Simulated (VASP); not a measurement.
# Ta3BeH (Pm-3m) in VASP: further runs

Runs on Ta3BeH. Level: PBE. Tasks: single point, relaxation of cell and atoms.

All numbers are computed with VASP 6.6.1; they aren't measurements. Logs are shortened: lines on timing, memory, paths and dates and some standing lists are left out, and cuts for length are marked.

### 1 The cell of the first run

Symmetry: Pm-3m, No. 221, cubic system. The conventional cell has a = 4.372 Å, b = 4.372 Å, c = 4.372 Å, α = 90.00°, β = 90.00°, γ = 90.00°. Ta (site symmetry 4/mmm) is surrounded by 2 Be at 2.19 Å. Be (site symmetry m-3m) is surrounded by 6 Ta at 2.19 Å. H (site symmetry m-3m) is surrounded by 12 Ta at 3.09 Å.

The cell was built by a generator and needn't be a form met in nature.

### 2 Single point, PBE (species swapped into the BaTiO3 type (Pm-3m, No. 221))

File INCAR:

```
SYSTEM = Ta3BeH
PREC = Accurate ; ENCUT = 520
EDIFF = 1E-7 ; ISMEAR = 0
SIGMA = 0.1 ; LREAL = .False.
LASPH = .True. ; NELM = 80
ALGO = Normal ; ISIF = 2
LWAVE = .False. ; LCHARG = .True.
GGA = PE ; LELF = .True.
LVHAR = .True. ; NBANDS = 26
```

File KPOINTS:

```
regular mesh
0
Gamma
  8 8 8
  0 0 0
```

File POSCAR:

```
Ta3BeH
1.0
    4.3722394923      0.0000000000      0.0000000000
    0.0000000000      4.3722394923      0.0000000000
    0.0000000000      0.0000000000      4.3722394923
Ta Be H
3 1 1
Direct
    0.5000000000      0.5000000000      0.0000000000
    0.5000000000      0.0000000000      0.5000000000
    0.0000000000      0.5000000000      0.5000000000
    0.5000000000      0.5000000000      0.5000000000
    0.0000000000      0.0000000000      0.0000000000
```

Potentials or basis: VASP PAW PBE potentials, release 64 (Ta_pv, Be, H).

Run with:

```bash
$ cat potpaw_PBE.64/Ta_pv/POTCAR potpaw_PBE.64/Be/POTCAR potpaw_PBE.64/H/POTCAR > POTCAR
$ mpirun -np 1 vasp_std > vasp.out
```

OUTCAR:

```text
SYSTEM = Ta3BeH
   PREC = Accurate
   ENCUT = 520
   EDIFF = 1E-7
   ISMEAR = 0
   LREAL = .False.
   LASPH = .True.
   NELM = 80
   ISIF = 2
   GGA = PE

 ion  position               nearest neighbor table
   1  0.500  0.500  0.000-   4 2.19   4 2.19   2 3.09   2 3.09   3 3.09   3 3.09   2 3.09   2 3.09
                             3 3.09   3 3.09
   2  0.500  0.000  0.500-   4 2.19   4 2.19   1 3.09   1 3.09   1 3.09   3 3.09   3 3.09   1 3.09
                             3 3.09   3 3.09
   3  0.000  0.500  0.500-   4 2.19   4 2.19   1 3.09   1 3.09   2 3.09   1 3.09   2 3.09   2 3.09
                             1 3.09   2 3.09
   4  0.500  0.500  0.500-   1 2.19   2 2.19   3 2.19   1 2.19   2 2.19   3 2.19
   5  0.000  0.000  0.000-

  LATTYP: Found a simple cubic cell.
 ALAT       =     4.3722394923

  Lattice vectors:

 A1 = (   4.3722394923,   0.0000000000,   0.0000000000)
 A2 = (   0.0000000000,   4.3722394923,   0.0000000000)
 A3 = (   0.0000000000,   0.0000000000,   4.3722394923)

Analysis of symmetry for initial positions (statically):
=====================================================================
 Subroutine PRICEL returns:
 Original cell was already a primitive cell.

 Routine SETGRP: Setting up the symmetry group for a
 simple cubic supercell.

 Subroutine GETGRP returns: Found 48 space group operations
 (whereof 48 operations were pure point group operations)
 out of a pool of 48 trial point group operations.

The static configuration has the point symmetry O_h .

Analysis of symmetry for dynamics (positions and initial velocities):
=====================================================================
 Subroutine PRICEL returns:
 Original cell was already a primitive cell.

 Routine SETGRP: Setting up the symmetry group for a
 simple cubic supercell.

 Subroutine GETGRP returns: Found 48 space group operations
 (whereof 48 operations were pure point group operations)
 out of a pool of 48 trial point group operations.

The dynamic configuration has the point symmetry O_h .

 Subroutine INISYM returns: Found 48 space group operations
 (whereof 48 operations are pure point group operations),
 and found     1 'primitive' translations

[... 98 lines left out ...]
   ENCUT  =  520.0 eV  38.22 Ry    6.18 a.u.   8.13  8.13  8.13*2*pi/ulx,y,z
   NELM   =     80;   NELMIN=  2; NELMDL= -5     # of ELM steps
   EDIFF  = 0.1E-06   stopping-criterion for ELM
   LREAL  =      F    real-space projection
   EDIFFG = 0.1E-05   stopping-criterion for IOM
   NSW    =      0    number of steps for IOM
   IBRION =     -1    ionic relax: 0-MD 1-quasi-New 2-CG
   NFREE  =      0    steps in history (QN), initial steepest desc. (CG)
   ISIF   =      2    stress and relaxation
   ISYM   =      2    0-nonsym 1-usesym 2-fastsym
   POTIM  = 0.5000    time-step for ionic-motion
   TEBEG  =    0.0;   TEEND  =   0.0 temperature during run
   PSTRESS=    0.0 pullay stress
   NELECT =      36.0000    total number of electrons
   NUPDOWN=      -1.0000    fix difference up-down
   EMIN   =  10.00;   EMAX   =-10.00  energy-range for DOS
   EFERMI =   0.00;   METHOD = LEGACY
   ISMEAR =     0;   SIGMA  =   0.10  broadening in eV -4-tet -1-fermi 0-gaus
   EFERMI_NEDOS =   21; number of points for ismear=-14 and -15
   IALGO  =     38    algorithm
   IMIX   =      4    mixing-type and parameters
     AMIX     =   0.40;   BMIX     =  1.00
     AMIX_MAG =   1.60;   BMIX_MAG =  1.00
  volume/ion in A,a.u.               =      16.72       112.81
  Fermi-wavevector in a.u.,A,eV,Ry     =   1.236341  2.336346 20.797048  1.528540
  Thomas-Fermi vector in A             =   2.370954
   LORBIT       =      0    0 simple, 1 ext, 2 COOP (PROOUT), +10 PAW based schemes
   GGA     = PE    functional components
   LHFCALC =     F    Hartree Fock is set to
   AEXX    =    0.0000 exact exchange contribution
   IVDW    =     0    specifies the selected vdW correction
   LEPSILON=     F    determine dielectric tensor
   LRPA    =     F    only Hartree local field effects (RPA)
 non-spin polarized calculation
 Gauss-broadening in eV      SIGMA  =   0.10
  energy-cutoff  :      520.00
  volume of cell :       83.58
 maximum number of plane-waves:      2301
 NGX is ok and might be reduce to    36
   NGX = 17   NGY = 17   NGZ = 17

 number of electron      36.0000009 magnetization

 Free energy of the ion-electron system (eV)
  ---------------------------------------------------
  ext. energy  EPLUGINS =         0.00000000
  ---------------------------------------------------
  free energy    TOTEN  =       -35.37575505 eV

  energy without entropy =      -35.34936279  energy(sigma->0) =      -35.36255892

 E-fermi :   3.5085     XC(G=0): -10.9058

 val. band max:        3.4966175937   @ k =   0.2500   0.2500   0.0000
 cond. band min:       3.5217645270   @ k =   0.5000   0.3750   0.1250
 fundamental gap:      0.0251469333
 Fermi energy:         3.5085113953

 k-point     1 :       0.0000    0.0000    0.0000
  band No.  band energies     occupation
      1     -31.0602      2.00000
      2     -31.0602      2.00000
      3     -31.0602      2.00000
      4     -30.7966      2.00000
      5     -30.7966      2.00000
      6     -30.7966      2.00000
[... 685 lines left out ...]
     25       6.6769      0.00000
     26       6.8787      0.00000

 [... further k-points ...]

------------------------ aborting loop because EDIFF is reached ----------------------------------------

  FORCE on cell =-STRESS in cart. coord.  units (eV):
  Direction    XX          YY          ZZ          XY          YZ          ZX
  --------------------------------------------------------------------------------------
  -------------------------------------------------------------------------------------
  Total        0.0228547      0.0228547      0.0228547     -0.0000000     -0.0000000      0.0000000
  in kB        0.4381017      0.4381017      0.4381017     -0.0000000     -0.0000000      0.0000000
  external PRESSURE =       0.4381017 kB  Pullay stress =       0.0000000 kB

 VOLUME and BASIS-vectors are now :
 -----------------------------------------------------------------------------
  energy-cutoff  :      520.00
  volume of cell :       83.58
      direct lattice vectors                 reciprocal lattice vectors
     4.372239492  0.000000000  0.000000000     0.228715742  0.000000000  0.000000000
     0.000000000  4.372239492  0.000000000     0.000000000  0.228715742  0.000000000
     0.000000000  0.000000000  4.372239492     0.000000000  0.000000000  0.228715742

 POSITION                                       TOTAL-FORCE (eV/Angst)
 -----------------------------------------------------------------------------------
      2.18612      2.18612      0.00000         0.000000      0.000000      0.000000
      2.18612      0.00000      2.18612         0.000000      0.000000      0.000000
      0.00000      2.18612      2.18612         0.000000      0.000000      0.000000
      2.18612      2.18612      2.18612         0.000000      0.000000      0.000000
      0.00000      0.00000      0.00000         0.000000      0.000000      0.000000
 -----------------------------------------------------------------------------------
    total drift:                                0.000000      0.000000      0.000000

  FREE ENERGIE OF THE ION-ELECTRON SYSTEM (eV)
  ---------------------------------------------------
  free  energy   TOTEN  =       -35.3757550537 eV

  energy  without entropy=      -35.3493627947  energy(sigma->0) =      -35.36255892
```

OSZICAR:

```text
N       E                     dE             d eps       ncg     rms          rms(c)
DAV:   1     0.295240165069E+03    0.29524E+03   -0.19278E+04  1820   0.133E+03
DAV:   2    -0.310090089352E+02   -0.32625E+03   -0.31830E+03  2106   0.382E+02
DAV:   3    -0.419562408004E+02   -0.10947E+02   -0.10459E+02  2376   0.658E+01
DAV:   4    -0.421831815593E+02   -0.22694E+00   -0.22465E+00  2216   0.906E+00
DAV:   5    -0.421889237528E+02   -0.57422E-02   -0.57292E-02  2434   0.122E+00    0.230E+01
DAV:   6    -0.355851604009E+02    0.66038E+01   -0.21810E+01  2036   0.212E+01    0.785E+00
DAV:   7    -0.354014209402E+02    0.18374E+00   -0.22296E+00  2436   0.746E+00    0.244E+00
DAV:   8    -0.353781366918E+02    0.23284E-01   -0.70556E-02  2090   0.131E+00    0.117E+00
DAV:   9    -0.353757163454E+02    0.24203E-02   -0.10140E-02  2198   0.598E-01    0.314E-01
DAV:  10    -0.353757398308E+02   -0.23485E-04   -0.10879E-03  2110   0.240E-01    0.887E-02
DAV:  11    -0.353757648889E+02   -0.25058E-04   -0.52100E-05  2444   0.509E-02    0.166E-02
DAV:  12    -0.353757556613E+02    0.92276E-05   -0.15475E-05  2146   0.262E-02    0.621E-03
DAV:  13    -0.353757551151E+02    0.54615E-06   -0.10302E-06  1992   0.549E-03    0.838E-04
DAV:  14    -0.353757550537E+02    0.61429E-07   -0.60432E-08  1102   0.158E-03
   1 F= -.35375755E+02 E0= -.35362559E+02  d E =-.263923E-01
```

Run time: 2.1 min. Hardware: 1 thread of AMD EPYC 7R43 (Zen 3), shared host; peak memory 0.2 GiB.

Results:

```
Free energy            : -35.3758 eV
Pressure               : 0.0 GPa
Band gap on the k mesh : none (metal or under the smearing width)
```

Levels at points of the mesh, in eV from the Fermi level:
| k point | band 15 | band 16 | band 17 | band 18 | band 19 | band 20 | band 21 | band 22 |
| --- | --- | --- | --- | --- | --- | --- | --- | --- |
| (0.00, 0.00, 0.00) | -1.99 | -1.99 | 1.22 | 1.22 | 1.22 | 1.65 | 2.27 | 2.27 |
| (0.50, 0.00, 0.00) | -1.07 | -1.07 | -0.89 | -0.89 | -0.22 | 0.94 | 1.43 | 1.82 |
| (0.50, 0.50, 0.00) | -0.94 | -0.94 | -0.53 | 0.12 | 0.12 | 0.74 | 0.74 | 1.34 |
| (0.50, 0.50, 0.50) | 0.30 | 0.30 | 0.30 | 0.84 | 0.84 | 0.84 | 1.09 | 1.09 |

### 3 Relaxation of cell and atoms, PBE (species swapped into the BaTiO3 type (Pm-3m, No. 221))

File INCAR:

```
PREC = Accurate ; ENCUT = 600
EDIFF = 1E-7 ; ISMEAR = 0
SIGMA = 0.1 ; LREAL = False
LASPH = True ; NELM = 80
ALGO = Normal ; ISIF = 3
LWAVE = False ; LCHARG = False
GGA = PE ; IBRION = 2
NSW = 100 ; EDIFFG = -0.01
```

File KPOINTS:

```
regular mesh
0
Gamma
  8 8 8
```

Changes to POSCAR since step 2:

```diff
@@ -2,5 +2,5 @@
 1.0
-    4.3722394923      0.0000000000      0.0000000000
-    0.0000000000      4.3722394923      0.0000000000
-    0.0000000000      0.0000000000      4.3722394923
+    4.3695792216      0.0000000000      0.0000000000
+    0.0000000000      4.3695792216      0.0000000000
+    0.0000000000      0.0000000000      4.3695792216
 Ta Be H
```

Potentials or basis: VASP PAW PBE potentials, release 64 (Ta_pv, Be, H).

Run with:

```bash
$ cat potpaw_PBE.64/Ta_pv/POTCAR potpaw_PBE.64/Be/POTCAR potpaw_PBE.64/H/POTCAR > POTCAR
$ mpirun -np 1 vasp_std > vasp.out
```

It took 3.9 min on 1 thread of AMD EPYC 7R43 (Zen 3), shared host; peak memory 0.21 GiB.

Results (log left out):

| Quantity | Value |
| --- | --- |
| Free energy | -35.3765 eV |
| Relaxed volume | 16.73 Å³/atom |
| Relaxed cell | a = 4.373 Å, b = 4.373 Å, c = 4.373 Å, α = 90.00°, β = 90.00°, γ = 90.00° |
| Space group after relaxing (to 0.05 Å) | Pm-3m (No. 221) |
| Energy gained by relaxing | 0.0 meV/atom |
| Ionic steps | 3 |
| Pressure after relaxing | 0.0 GPa |
| Band gap on the k mesh | none (metal or under the smearing width) |

The path:
```tsv
step	energy change (eV)	largest force (eV/Å)	pressure (GPa)	volume (Å³)
1	0.0000	0.0000	0.30	83.43
2	0.0000	0.0000	-0.25	83.80
3	-0.0002	0.0000	0.01	83.63
```

Final structure:
```
CELL_PARAMETERS angstrom
4.37304 0.00000 0.00000
0.00000 4.37304 0.00000
0.00000 0.00000 4.37304
ATOMIC_POSITIONS crystal
Ta 0.50000 0.50000 0.00000
Ta 0.50000 0.00000 0.50000
Ta 0.00000 0.50000 0.50000
Be 0.50000 0.50000 0.50000
H 0.00000 0.00000 0.00000
```

Levels at points of the mesh, in eV from the Fermi level:
```tsv
k point	band 16	band 17	band 18	band 19	band 20	band 21
(0.00, 0.00, 0.00)	-1.99	1.22	1.22	1.22	1.64	2.27
(0.50, 0.00, 0.00)	-1.07	-0.89	-0.89	-0.22	0.94	1.43
(0.50, 0.50, 0.00)	-0.94	-0.53	0.12	0.12	0.74	0.74
(0.50, 0.50, 0.50)	0.30	0.30	0.84	0.84	0.84	1.09
```
